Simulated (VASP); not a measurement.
Method: PBE GGA, VASP's PBE PAW potentials (set 64) (plane waves; VASP).

Input for VASP

**POSCAR**
```
Se
1
    2.2632651772    -3.9200902617    -0.0000000000
    2.2632651772     3.9200902617     0.0000000000
    0.0000000000     0.0000000000     5.0457517533
Se
3
Direct
  0.0000000000   0.2188512703   0.6666670000
  0.7811487297   0.7811487297   0.0000000000
  0.2188512703   0.0000000000   0.3333330000
```

**KPOINTS**
```
kpoints
0
Gamma
  6 6 5
0 0 0
```

**INCAR**
```
# general
SYSTEM =Se
PREC   =Accurate
ENCUT  =520   # plane-wave cut-off (eV)
LREAL  =F
LASPH  =T

# electronic loop
EDIFF  =1E-6   # SCF stop (eV)
NELM   =100   # most electronic steps
ALGO   =Normal   # blocked Davidson
LMAXMIX=4

# smearing
ISMEAR =0   # Gaussian
SIGMA  =0.05   # width (eV)

# functional
GGA    =PE

# ions
IBRION =2
NSW    =60
ISIF   =3   # ions, shape and volume
EDIFFG =-0.01   # ionic stop

# output
LWAVE  =F
LCHARG =F
```

POTCAR, in this order: Se (PBE.64 set). Program: vasp_std.

What VASP printed:

OSZICAR:
```
       N       E                     dE             d eps       ncg     rms          rms(c)
DAV:   1     0.911192112336E+02    0.91119E+02   -0.69465E+03   702   0.112E+03
DAV:   2    -0.377791416082E+01   -0.94897E+02   -0.90887E+02   941   0.175E+02
DAV:   3    -0.105307893027E+02   -0.67529E+01   -0.67016E+01   827   0.550E+01
DAV:   4    -0.105977278996E+02   -0.66939E-01   -0.66880E-01   807   0.656E+00
DAV:   5    -0.105983744740E+02   -0.64657E-03   -0.64654E-03   887   0.630E-01    0.644E+00
DAV:   6    -0.105334917427E+02    0.64883E-01   -0.41596E-02   817   0.148E+00    0.398E+00
DAV:   7    -0.105114621390E+02    0.22030E-01   -0.81372E-02   732   0.206E+00    0.200E-01
DAV:   8    -0.105108964973E+02    0.56564E-03   -0.98168E-03   732   0.703E-01    0.999E-02
DAV:   9    -0.105110378043E+02   -0.14131E-03   -0.31983E-04   912   0.137E-01    0.296E-02
DAV:  10    -0.105110796880E+02   -0.41884E-04   -0.59050E-05   767   0.591E-02    0.813E-03
DAV:  11    -0.105110835165E+02   -0.38285E-05   -0.99956E-06   832   0.215E-02    0.377E-03
DAV:  12    -0.105110833172E+02    0.19931E-06   -0.20297E-06   551   0.106E-02
   1 F= -.10511083E+02 E0= -.10511083E+02  d E =-.105111E+02
```

OUTCAR:
```
------------------------ aborting loop because EDIFF is reached ----------------------------------------
  FORCE on cell =-STRESS in cart. coord.  units (eV):
  Direction    XX          YY          ZZ          XY          YZ          ZX
  --------------------------------------------------------------------------------------
  Total        0.0007697      0.0007697     -0.0007288      0.0000000     -0.0000000      0.0000000
  in kB        0.0137731      0.0137731     -0.0130416      0.0000000     -0.0000000      0.0000000
  external PRESSURE =       0.0048349 kB  Pullay stress =       0.0000000 kB
  volume of cell :       89.53
      direct lattice vectors                 reciprocal lattice vectors
     2.263265177 -3.920090262  0.000000000     0.220919760 -0.127548083  0.000000000
     2.263265177  3.920090262  0.000000000     0.220919760  0.127548083  0.000000000
     0.000000000  0.000000000  5.045751753     0.000000000  0.000000000  0.198186524
 POSITION                                       TOTAL-FORCE (eV/Angst)
 -----------------------------------------------------------------------------------
      0.49532      0.85792      3.36384         0.000295      0.000512      0.000000
      3.53589      0.00000      0.00000        -0.000591     -0.000000      0.000000
      0.49532     -0.85792      1.68192         0.000295     -0.000512     -0.000000
 -----------------------------------------------------------------------------------
    total drift:                               -0.000190     -0.000450      0.000006
  FREE ENERGIE OF THE ION-ELECTRON SYSTEM (eV)
  ---------------------------------------------------
  free  energy   TOTEN  =       -10.5110833172 eV

  energy  without entropy=      -10.5110833172  energy(sigma->0) =      -10.51108332

 reached required accuracy - stopping structural energy minimisation
```
(Selected blocks of OUTCAR.)

Without a dispersion term in the relaxation, distances and binding between the weakly bound layers, chains or molecules are unreliable, and so is what depends on them.

The compound is Se in the trig structure. It was relaxed first, which changed the volume by +9 %. The start is the result of an earlier pass.
